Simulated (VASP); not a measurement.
# Mg2NCl (R-3m) in VASP: a series of runs

One crystal, Mg2NCl, is run at these levels: PBE; tasks: single point.

All numbers are computed with VASP 6.6.1; they aren't measurements. Logs are shortened: lines on timing, memory, paths and dates and some standing lists are left out, and cuts for length are marked.

### 1 Starting point

The structure is trigonal, space group R-3m (No. 166). The conventional cell has a = 3.415 Å, b = 3.415 Å, c = 17.035 Å, α = 90.00°, β = 90.00°, γ = 120.00°. Around Mg (site symmetry 3m) lie 3 N at 2.19 Å. N (site symmetry -3m) has 6 Mg at 2.19 Å as nearest neighbours. Cl (site symmetry -3m) has 6 Mg at 2.73 Å as nearest neighbours.

The cell comes from a database or a generator and needn't be the stable form of this composition.

### 2 Single point, PBE

Contents of INCAR:

```
SYSTEM = Mg2NCl
PREC = Accurate
ENCUT = 520
EDIFF = 1E-7
ISMEAR = 0
SIGMA = 0.05
LREAL = .False.
LASPH = .True.
NELM = 100
ALGO = Fast
ISIF = 2
LWAVE = .False.
LCHARG = .False.
GGA = PE
NBANDS = 16
```

Contents of KPOINTS:

```
regular mesh
0
Gamma
  12 12 12
  0 0 0
```

Contents of POSCAR:

```
Mg2NCl
1.0
    1.7074703835      0.9858084855      5.6783901800
   -1.7074703835      0.9858084855      5.6783901800
    0.0000000000     -1.9716169711      5.6783901800
Mg N Cl
2 1 1
Direct
    0.2228150000      0.2228150000      0.2228150000
    0.7771850000      0.7771850000      0.7771850000
    0.5000000000      0.5000000000      0.5000000000
    0.0000000000      0.0000000000      0.0000000000
```

Potentials or basis: VASP PAW PBE potentials, release 64 (Mg, N, Cl).

Run with:

```
> cat potpaw_PBE.64/Mg/POTCAR potpaw_PBE.64/N/POTCAR potpaw_PBE.64/Cl/POTCAR > POTCAR
> mpirun -np 1 vasp_std > vasp.out
```

OUTCAR:

```text
SYSTEM = Mg2NCl
   PREC = Accurate
   ENCUT = 520
   EDIFF = 1E-7
   ISMEAR = 0
   LREAL = .False.
   LASPH = .True.
   NELM = 100
   ISIF = 2
   GGA = PE

 ion  position               nearest neighbor table
   1  0.223  0.223  0.223-   3 2.19   3 2.19   3 2.19   4 2.73   4 2.73   4 2.73   2 2.75   2 2.75
                             2 2.75
   2  0.777  0.777  0.777-   3 2.19   3 2.19   3 2.19   4 2.73   4 2.73   4 2.73   1 2.75   1 2.75
                             1 2.75
   3  0.500  0.500  0.500-   1 2.19   2 2.19   1 2.19   1 2.19   2 2.19   2 2.19
   4  0.000  0.000  0.000-   2 2.73   1 2.73   2 2.73   2 2.73   1 2.73   1 2.73

  LATTYP: Found a trigonal (rhomboedric) cell.
 ALAT       =     6.0109390711
 COS(alpha) =     0.8386192599

  Lattice vectors:

 A1 = (   1.7074703835,   0.9858084855,   5.6783901800)
 A2 = (  -1.7074703835,   0.9858084855,   5.6783901800)
 A3 = (   0.0000000000,  -1.9716169711,   5.6783901800)

Analysis of symmetry for initial positions (statically):
=====================================================================
 Subroutine PRICEL returns:
 Original cell was already a primitive cell.

 Routine SETGRP: Setting up the symmetry group for a
 trigonal (rhombohedral) supercell.

 Subroutine GETGRP returns: Found 12 space group operations
 (whereof 12 operations were pure point group operations)
 out of a pool of 12 trial point group operations.

The static configuration has the point symmetry D_3d.

Analysis of symmetry for dynamics (positions and initial velocities):
=====================================================================
 Subroutine PRICEL returns:
 Original cell was already a primitive cell.

 Routine SETGRP: Setting up the symmetry group for a
 trigonal (rhombohedral) supercell.

 Subroutine GETGRP returns: Found 12 space group operations
 (whereof 12 operations were pure point group operations)
 out of a pool of 12 trial point group operations.

The dynamic configuration has the point symmetry D_3d.

 Subroutine INISYM returns: Found 12 space group operations
 (whereof 12 operations are pure point group operations),
 and found     1 'primitive' translations

----------------------------------------------------------------------------------------

                                     Primitive cell

  volume of cell :      57.3485

  direct lattice vectors                    reciprocal lattice vectors
     1.707470384  0.985808485  5.678390180     0.292830848  0.169065969  0.058702083
    -1.707470384  0.985808485  5.678390180    -0.292830848  0.169065969  0.058702083
     0.000000000 -1.971616971  5.678390180     0.000000000 -0.338131938  0.058702083

  length of vectors
     6.010939071  6.010939071  6.010939071     0.343189659  0.343189659  0.343189659

  position of ions in fractional coordinates (direct lattice)
     0.222815000  0.222815000  0.222815000
     0.777185000  0.777185000  0.777185000
     0.500000000  0.500000000  0.500000000
     0.000000000  0.000000000  0.000000000

  ion indices of the primitive-cell ions
   primitive index   ion index
                 1           1
                 2           2
                 3           3
                 4           4

----------------------------------------------------------------------------------------

 KPOINTS: regular mesh

Automatic generation of k-mesh.
 Grid dimensions read from file:
 generate k-points for:   12   12   12

 Generating k-lattice:

  Cartesian coordinates                     Fractional coordinates (reciprocal lattice)
     0.024402571  0.014088831  0.004891840     0.083333333 -0.000000000  0.000000000
    -0.024402571  0.014088831  0.004891840    -0.000000000  0.083333333  0.000000000
     0.000000000 -0.028177661  0.004891840     0.000000000  0.000000000  0.083333333

  Length of vectors
     0.028599138  0.028599138  0.028599138

  Shift w.r.t. Gamma in fractional coordinates (k-lattice)
     0.000000000  0.000000000  0.000000000

 Subroutine IBZKPT returns following result:
 ===========================================

 Found    189 irreducible k-points:

 Following reciprocal coordinates:
            Coordinates               Weight
  0.000000  0.000000  0.000000      1.000000
  0.083333 -0.000000  0.000000      6.000000
  0.166667 -0.000000  0.000000      6.000000
  0.250000  0.000000  0.000000      6.000000
  0.333333  0.000000  0.000000      6.000000
  0.416667  0.000000  0.000000      6.000000
[... 16 lines left out ...]
  0.500000  0.166667  0.000000     12.000000
 -0.416667  0.166667 -0.000000     12.000000
 [... further k-points ...]
   k-points           NKPTS =    189   k-points in BZ     NKDIM =    189   number of bands    NBANDS=     16
   number of dos      NEDOS =    301   number of ions     NIONS =      4
   total plane-waves  NPLWV = 110592
   dimension x,y,z NGX =    48 NGY =   48 NGZ =   48
   dimension x,y,z NGXF=    96 NGYF=   96 NGZF=   96
   ions per type =               2   1   1
   NGX,Y,Z   is equivalent  to a cutoff of  13.28, 13.28, 13.28 a.u.
   NGXF,Y,Z  is equivalent  to a cutoff of  26.55, 26.55, 26.55 a.u.
 SYSTEM =  Mg2NCl
   PREC   = accura    normal or accurate (medium, high low for compatibility)
   ISTART =      0    job   : 0-new  1-cont  2-samecut
   ICHARG =      2    charge: 1-file 2-atom 10-const
   ISPIN  =      1    spin polarized calculation?
   LNONCOLLINEAR =      F non collinear calculations
   LSORBIT =      F    spin-orbit coupling
   LASPH  =      T    aspherical Exc in radial PAW
   ENCUT  =  520.0 eV  38.22 Ry    6.18 a.u.  11.18 11.18 11.18*2*pi/ulx,y,z
   NELM   =    100;   NELMIN=  2; NELMDL= -5     # of ELM steps
   EDIFF  = 0.1E-06   stopping-criterion for ELM
   LREAL  =      F    real-space projection
   EDIFFG = 0.1E-05   stopping-criterion for IOM
   NSW    =      0    number of steps for IOM
   IBRION =     -1    ionic relax: 0-MD 1-quasi-New 2-CG
   NFREE  =      0    steps in history (QN), initial steepest desc. (CG)
   ISIF   =      2    stress and relaxation
   ISYM   =      2    0-nonsym 1-usesym 2-fastsym
   POTIM  = 0.5000    time-step for ionic-motion
   TEBEG  =    0.0;   TEEND  =   0.0 temperature during run
   PSTRESS=    0.0 pullay stress
   NELECT =      16.0000    total number of electrons
   NUPDOWN=      -1.0000    fix difference up-down
   EMIN   =  10.00;   EMAX   =-10.00  energy-range for DOS
   EFERMI =   0.00;   METHOD = LEGACY
   ISMEAR =     0;   SIGMA  =   0.05  broadening in eV -4-tet -1-fermi 0-gaus
   EFERMI_NEDOS =   21; number of points for ismear=-14 and -15
   IALGO  =     68    algorithm
   IMIX   =      4    mixing-type and parameters
     AMIX     =   0.40;   BMIX     =  1.00
     AMIX_MAG =   1.60;   BMIX_MAG =  1.00
  volume/ion in A,a.u.               =      14.34        96.75
  Fermi-wavevector in a.u.,A,eV,Ry     =   1.069730  2.021496 15.569443  1.144322
  Thomas-Fermi vector in A             =   2.205418
   LORBIT       =      0    0 simple, 1 ext, 2 COOP (PROOUT), +10 PAW based schemes
   GGA     = PE    functional components
   LHFCALC =     F    Hartree Fock is set to
   AEXX    =    0.0000 exact exchange contribution
   IVDW    =     0    specifies the selected vdW correction
   LEPSILON=     F    determine dielectric tensor
   LRPA    =     F    only Hartree local field effects (RPA)
 non-spin polarized calculation
 RMM-DIIS sequential band-by-band and
 Gauss-broadening in eV      SIGMA  =   0.05
  energy-cutoff  :      520.00
  volume of cell :       57.35
 maximum number of plane-waves:      1564
 NGX is ok and might be reduce to    48

 number of electron      16.0000000 magnetization

 Free energy of the ion-electron system (eV)
  ---------------------------------------------------
  ext. energy  EPLUGINS =         0.00000000
  ---------------------------------------------------
  free energy    TOTEN  =       -17.68036130 eV

  energy without entropy =      -17.68036130  energy(sigma->0) =      -17.68036130

 E-fermi :   4.1193     XC(G=0):  -9.9287

 val. band max:        3.8813604533   @ k =   0.0000   0.0000   0.0000
 cond. band min:       6.4027078676   @ k =   0.0000   0.0000   0.0000
 fundamental gap:      2.5213474144
 Fermi energy:         4.1192666798

 k-point     1 :       0.0000    0.0000    0.0000
  band No.  band energies     occupation
      1     -12.5096      2.00000
      2      -8.4817      2.00000
      3      -2.0808      2.00000
      4       1.2437      2.00000
      5       1.2437      2.00000
      6       3.5400      2.00000
[... 8 lines left out ...]
     15      13.6423      0.00000
     16      13.7991      0.00000

 k-point     2 :       0.0833   -0.0000    0.0000
  band No.  band energies     occupation
      1     -12.4650      2.00000
      2      -8.4386      2.00000
      3      -2.0042      2.00000
      4       0.9492      2.00000
      5       1.1905      2.00000
      6       3.4402      2.00000
[... 8 lines left out ...]
     15      13.7678      0.00000
     16      13.9394      0.00000

 k-point     3 :       0.1667   -0.0000    0.0000
  band No.  band energies     occupation
      1     -12.3396      2.00000
      2      -8.3166      2.00000
      3      -1.7849      2.00000
      4       0.2436      2.00000
      5       1.0502      2.00000
      6       2.5920      2.00000
[... 8 lines left out ...]
     15      14.1294      0.00000
     16      14.2699      0.00000

 k-point     4 :       0.2500    0.0000    0.0000
  band No.  band energies     occupation
      1     -12.1585      2.00000
      2      -8.1387      2.00000
      3      -1.4577      2.00000
      4      -0.5739      2.00000
      5       0.8698      2.00000
      6       1.7015      2.00000
[... 8 lines left out ...]
     15      14.0372      0.00000
     16      14.8283      0.00000

 k-point     5 :       0.3333    0.0000    0.0000
  band No.  band energies     occupation
      1     -11.9646      2.00000
      2      -7.9456      2.00000
      3      -1.3270      2.00000
      4      -1.0493      2.00000
      5       0.7006      2.00000
      6       0.9416      2.00000
[... 8 lines left out ...]
     15      13.7283      0.00000
     16      15.6041      0.00000

 k-point     6 :       0.4167    0.0000    0.0000
  band No.  band energies     occupation
      1     -11.8129      2.00000
      2      -7.7928      2.00000
      3      -1.8008      2.00000
      4      -0.7407      2.00000
      5       0.4232      2.00000
      6       0.5829      2.00000
[... 8 lines left out ...]
     15      13.8751      0.00000
     16      16.0630      0.00000
[... 267 lines left out ...]
 k-point    21 :       0.3333    0.1667    0.0000
  band No.  band energies     occupation
      1     -12.0610      2.00000
      2      -8.0550      2.00000
      3      -1.2873      2.00000
      4      -0.8079      2.00000
      5       0.4832      2.00000
      6       1.6025      2.00000
[... 8 lines left out ...]
     15      14.7562      0.00000
     16      14.9877      0.00000

 k-point    22 :       0.4167    0.1667    0.0000
  band No.  band energies     occupation
      1     -11.8902      2.00000
      2      -7.8753      2.00000
      3      -1.3434      2.00000
      4      -0.9672      2.00000
      5       0.1045      2.00000
      6       1.1689      2.00000
[... 8 lines left out ...]
     15      14.6461      0.00000
     16      15.5840      0.00000

 k-point    23 :       0.5000    0.1667    0.0000
  band No.  band energies     occupation
      1     -11.7589      2.00000
      2      -7.7321      2.00000
      3      -1.6677      2.00000
      4      -0.7706      2.00000
      5      -0.1559      2.00000
      6       0.8223      2.00000
[... 8 lines left out ...]
     15      14.7685      0.00000
     16      15.8344      0.00000

 k-point    24 :      -0.4167    0.1667   -0.0000
  band No.  band energies     occupation
      1     -11.7100      2.00000
      2      -7.6748      2.00000
      3      -1.7810      2.00000
      4      -0.6756      2.00000
      5      -0.2357      2.00000
      6       0.6247      2.00000
[... 8 lines left out ...]
     15      14.9922      0.00000
     16      15.6869      0.00000

 [... further k-points ...]

------------------------ aborting loop because EDIFF is reached ----------------------------------------

  FORCE on cell =-STRESS in cart. coord.  units (eV):
  Direction    XX          YY          ZZ          XY          YZ          ZX
  --------------------------------------------------------------------------------------
  -------------------------------------------------------------------------------------
  Total       -1.8441832     -1.8441832      2.4694127      0.0000000     -0.0000000      0.0000000
  in kB      -51.5219662    -51.5219662     68.9893499      0.0000000     -0.0000000      0.0000000
  external PRESSURE =     -11.3515275 kB  Pullay stress =       0.0000000 kB

 VOLUME and BASIS-vectors are now :
 -----------------------------------------------------------------------------
  energy-cutoff  :      520.00
  volume of cell :       57.35
      direct lattice vectors                 reciprocal lattice vectors
     1.707470384  0.985808485  5.678390180     0.292830848  0.169065969  0.058702083
    -1.707470384  0.985808485  5.678390180    -0.292830848  0.169065969  0.058702083
     0.000000000 -1.971616971  5.678390180     0.000000000 -0.338131938  0.058702083

 POSITION                                       TOTAL-FORCE (eV/Angst)
 -----------------------------------------------------------------------------------
      0.00000     -0.00000      3.79569         0.000000     -0.000000      0.197771
      0.00000     -0.00000     13.23948         0.000000      0.000000     -0.197771
      0.00000     -0.00000      8.51759         0.000000      0.000000      0.000000
      0.00000      0.00000      0.00000         0.000000     -0.000000     -0.000000
 -----------------------------------------------------------------------------------
    total drift:                                0.000000     -0.000000     -0.000000

  FREE ENERGIE OF THE ION-ELECTRON SYSTEM (eV)
  ---------------------------------------------------
  free  energy   TOTEN  =       -17.6803613023 eV

  energy  without entropy=      -17.6803613023  energy(sigma->0) =      -17.68036130
```

Wall time 4.7 min (1 thread of AMD EPYC 9R45 (Zen 5), shared host); peak memory 0.42 GiB.

What came out:

* Free energy: -17.6804 eV
* Pressure: -1.1 GPa
* Largest force: 0.198 eV/Å
* Band gap on the k mesh: 2.52 eV, direct

Forces on the atoms (eV/Å):
```
Mg   0.000  0.000  0.198
Mg   0.000  0.000 -0.198
N    0.000  0.000  0.000
Cl   0.000  0.000  0.000
```

Levels at points of the mesh, in eV from the valence-band top:
| k point | band 6 | band 7 | band 8 | band 9 | band 10 | band 11 |
| --- | --- | --- | --- | --- | --- | --- |
| (0.00, 0.00, 0.00) | -0.34 | 0.00 | 0.00 | 2.52 | 4.91 | 8.87 |
| (0.50, 0.00, 0.00) | -3.34 | -1.08 | -0.75 | 4.53 | 5.90 | 6.86 |
| (0.50, 0.50, 0.00) | -2.57 | -0.65 | -0.29 | 3.49 | 4.30 | 5.47 |
| (0.50, 0.50, 0.50) | -2.03 | -0.04 | -0.04 | 4.47 | 4.85 | 7.50 |

A k mesh can miss the band edges.

### 3 Single point, PBE

This run uses another cell than the first one, of the same volume but with other edges.

Contents of INCAR:

```
PREC     = Accurate       # precision mode
ENCUT    = 520            # plane-wave cutoff, eV
EDIFF    = 1E-7           # SCF threshold, eV
ISMEAR   = 0              # smearing method
SIGMA    = 0.05           # smearing width, eV
LREAL    = F              # projectors in reciprocal space
LASPH    = T              # aspherical terms in the spheres
NELM     = 100            # most SCF steps
ALGO     = Fast           # electronic algorithm
ISIF     = 2              # what is computed and relaxed
LWAVE    = F              # write WAVECAR
LCHARG   = F              # write CHGCAR
GGA      = PE             # functional
NBANDS   = 16             # bands
```

Contents of KPOINTS:

```
Automatic mesh
0
Gamma
  12 12 12
```

Contents of POSCAR:

```
Mg2NCl
1.0
    1.6338769860      0.9433193177      6.2014447491
   -1.6338769860      0.9433193177      6.2014447491
    0.0000000000     -1.8866386354      6.2014447491
Mg N Cl
2 1 1
Direct
    0.2228150000      0.2228150000      0.2228150000
    0.7771850000      0.7771850000      0.7771850000
    0.5000000000      0.5000000000      0.5000000000
    0.0000000000      0.0000000000      0.0000000000
```

Potentials or basis: VASP PAW PBE potentials, release 64 (Mg, N, Cl).

Run with:

```
> cat potpaw_PBE.64/Mg/POTCAR potpaw_PBE.64/N/POTCAR potpaw_PBE.64/Cl/POTCAR > POTCAR
> mpirun -np 1 vasp_std > vasp.out
```

Run time: 4.8 min. Hardware: 1 thread of AMD EPYC 9R45 (Zen 5), shared host; peak memory 0.42 GiB.

Results (log left out):

* Free energy: -17.7588 eV
* Pressure: 0.2 GPa
* Largest force: 0.246 eV/Å
* Band gap on the k mesh: 1.86 eV, direct

Forces in eV/Å, atoms in the order of the input:
```
Mg   0.000  0.000 -0.246
Mg   0.000  0.000  0.246
N    0.000  0.000  0.000
Cl   0.000  0.000  0.000
```

Stress tensor (GPa, compression positive):
```
 2.85  0.00  0.00
 0.00  2.85  0.00
 0.00  0.00 -5.24
```

Levels at points of the mesh, in eV from the valence-band top:
| k point | band 6 | band 7 | band 8 | band 9 | band 10 | band 11 |
| --- | --- | --- | --- | --- | --- | --- |
| (0.00, 0.00, 0.00) | -1.45 | 0.00 | 0.00 | 1.86 | 5.61 | 7.83 |
| (0.50, 0.00, 0.00) | -3.08 | -1.70 | -0.80 | 4.19 | 5.61 | 6.00 |
| (0.50, 0.50, 0.00) | -3.09 | -1.11 | -0.76 | 2.95 | 3.72 | 5.55 |
| (0.50, 0.50, 0.50) | -2.22 | -0.02 | -0.02 | 4.36 | 4.67 | 7.00 |
